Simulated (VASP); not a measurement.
Computed with PBEsol GGA, VASP's PBE PAW potentials (set 64) (plane waves; VASP).

The input files of a VASP run:

**INCAR**
```
SYSTEM = BaS(110) slab
PREC = Normal
ENCUT = 400
EDIFF = 1E-6
NELM = 100
ALGO = Normal
LREAL = .FALSE.
LASPH = .TRUE.
ISMEAR = 0
SIGMA = 0.05
GGA = PS
LMAXMIX = 4
LWAVE = .FALSE.
LCHARG = .FALSE.
NELMIN = 4
LDIPOL = .TRUE.
IDIPOL = 3
DIPOL = 0.5 0.5 0.5
LVHAR = .TRUE.
LORBIT = 11
```

### POSCAR
```
BaS(110) slab
1
    4.4986495247     0.0000000000     0.0000000000
    0.0000000000     6.3620516374     0.0000000000
    0.0000000000     0.0000000000    23.9316935601
Ba S
4 4
Direct
  0.0000000000   0.0000000000   0.3641567184
  0.5000000000   0.5000000000   0.4498271186
  0.0000000000   0.0000000000   0.5501728814
  0.5000000000   0.5000000000   0.6358432816
  0.5000000000   0.0000000000   0.4475039594
  0.0000000000   0.5000000000   0.3654736546
  0.5000000000   0.0000000000   0.6345263454
  0.0000000000   0.5000000000   0.5524960406
```

File KPOINTS:
```
kpoints
0
G
 5 3 1
```

POTCAR, in this order: Ba_sv S (PBE.64 set). Program: vasp_std. Read from the step before: WAVECAR.

Q: Predict the energy per atom (σ→0).

A: 
- energy per atom (σ→0) = -5.050 eV/atom

File OSZICAR:
```
       N       E                     dE             d eps       ncg     rms          rms(c)
DAV:   1    -0.404029469228E+02   -0.40403E+02   -0.15338E-05   436   0.139E-02    0.584E-03
DAV:   2    -0.404029464543E+02    0.46846E-06   -0.33830E-06   432   0.657E-03    0.400E-03
DAV:   3    -0.404029464165E+02    0.37830E-07   -0.37294E-07   336   0.215E-03    0.283E-03
DAV:   4    -0.404029464159E+02    0.55752E-09   -0.24008E-07   312   0.187E-03
   1 F= -.40402946E+02 E0= -.40402946E+02  d E =-.319134E-14
```

The cell is a thin slab with vacuum, built from BaS (rock salt): (110) face.
